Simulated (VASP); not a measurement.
An input for Quantum ESPRESSO's pw.x (written as the equivalent of a VASP run, and not itself run):

```
&CONTROL
  calculation = 'vc-relax'
  pseudo_dir = './pseudo'
  outdir = './out'
  tprnfor = .true.
  tstress = .true.
  nstep = 40
  forc_conv_thr = 0.00039
/
&SYSTEM
  ibrav = 0
  nat = 3
  ntyp = 2
  ecutwfc = 102
  occupations = 'smearing'
  smearing = 'gaussian'
  degauss = 0.003675
  input_dft = 'pbesol'
/
&ELECTRONS
  conv_thr = 7.3e-09
  electron_maxstep = 100
/
&IONS
/
&CELL
  press = 10
/
ATOMIC_SPECIES
  Cd 112.414 Cd.upf
  I 126.904 I.upf
CELL_PARAMETERS angstrom
     2.1107182   -3.6558715    0.0000000
     2.1107182    3.6558715    0.0000000
     0.0000000    0.0000000    6.8535895
ATOMIC_POSITIONS crystal
  Cd   1.0000000  0.0000000  0.0000000
  I    0.3333330  0.6666670  0.2485938
  I    0.6666670  0.3333330  0.7514062
K_POINTS automatic
  6 6 4 0 0 0
```

Question: Write the VASP files for the same calculation (PBEsol).

Answer: This is not unique; one that fits is 
### INCAR
```
ALGO = Normal
EDIFF = 1E-7
EDIFFG = -0.01
ENCUT = 480
GGA = PS
IBRION = 2
ISIF = 3
ISMEAR = 0
LASPH = .TRUE.
LCHARG = .FALSE.
LMAXMIX = 4
LREAL = .FALSE.
LWAVE = .FALSE.
NELM = 100
NSW = 40
PREC = Accurate
PSTRESS = 10
SIGMA = 0.05
SYSTEM = CdI2
```

KPOINTS:
```
Automatic
0
G
 6 6 4
0 0 0
```

### POSCAR
```
CdI2
1
    2.1107182098    -3.6558714641     0.0000000000
    2.1107182098     3.6558714641     0.0000000000
    0.0000000000     0.0000000000     6.8535894882
Cd I
1 2
Direct
  1.0000000000   0.0000000000   0.0000000000
  0.3333330000   0.6666670000   0.2485938320
  0.6666670000   0.3333330000   0.7514061680
```

POTCAR, in this order: Cd I (PBE.64 set). Program: vasp_std.

What does not carry over: the potentials are each code's own (VASP's PAW set, PseudoDojo norm-conserving files in pw.x), so ENCUT and ecutwfc are chosen apart and not converted; conv_thr bounds pw.x's estimated SCF error, while EDIFF bounds the energy change between steps; forc_conv_thr acts on force components and is met together with etot_conv_thr.

The compound is CdI2 in the 1T layered structure. This run relaxes it under an external pressure of 1 GPa. Symmetry was kept, so distortions that lower it aren't found.
